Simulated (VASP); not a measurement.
Here is a VASP 6.6.1 calculation.

Contents of INCAR:

```
SYSTEM = NbSiO4
ALGO     = Fast           ! electronic algorithm
EDIFF    = 1E-4           ! SCF threshold, eV
EDIFFG   = -0.08          ! ionic threshold
ENCUT    = 520            ! plane-wave cutoff, eV
GGA      = PE             ! functional
IBRION   = 2              ! ionic algorithm
ISIF     = 3              ! what is computed and relaxed
ISMEAR   = 0              ! smearing method
LASPH    = .True.         ! aspherical terms in the spheres
LCHARG   = .False.        ! write CHGCAR
LREAL    = .False.        ! projectors in reciprocal space
LWAVE    = .False.        ! write WAVECAR
NELM     = 60             ! most SCF steps
NSW      = 24             ! ionic steps
PREC     = Normal         ! precision mode
SIGMA    = 0.15           ! smearing width, eV
```

The input KPOINTS:

```
k-points
0
Gamma
  4 4 4
  0 0 0
```

POSCAR

```
NbSiO4
1.0
    0.0000000000      3.2286281700      3.2286281700
    3.2286281700      0.0000000000      3.2286281700
    3.2286281700      3.2286281700      0.0000000000
Nb Si O
1 1 4
Direct
    0.0000000000      0.0000000000      0.0000000000
    0.2500000000      0.2500000000      0.2500000000
    0.6237953300      0.6237953300      0.1286140100
    0.6237953300      0.1286140100      0.6237953300
    0.1286140100      0.6237953300      0.6237953300
    0.6237953300      0.6237953300      0.6237953300
```

Potentials or basis: VASP PAW PBE potentials, release 64 (Nb_sv, Si, O).

The run is started by

```console
$ cat potpaw_PBE.64/Nb_sv/POTCAR potpaw_PBE.64/Si/POTCAR potpaw_PBE.64/O/POTCAR > POTCAR
$ mpirun -np 1 vasp_std > vasp.out
```

Q: Estimate the relaxed volume.

A: 10.03 Å³/atom.

Q: Predict the space group after relaxing (to 0.05 Å).

A: F-43m (No. 216).

Q: Estimate the relaxed cell.

A: a = 4.399 Å, b = 4.399 Å, c = 4.399 Å, α = 60.00°, β = 60.00°, γ = 60.00°.

Q: Predict the band gap on the k mesh.

A: None (metal or under the smearing width).

Final structure:
```
Nb Si O
1.0
     0.00000    3.11062    3.11062
     3.11062    0.00000    3.11062
     3.11062    3.11062    0.00000
Nb Si O
1 1 4
Direct
  0.00000 0.00000 0.00000
  0.25000 0.25000 0.25000
  0.62561 0.62561 0.12318
  0.62561 0.12318 0.62561
  0.12318 0.62561 0.62561
  0.62561 0.62561 0.62561
```

Caveat: the k mesh is coarse (spacing up to 0.42 Å⁻¹), so the values aren't converged; an odd number of electrons without spin polarisation forces a metal; a magnetic or distorted state may lie lower.
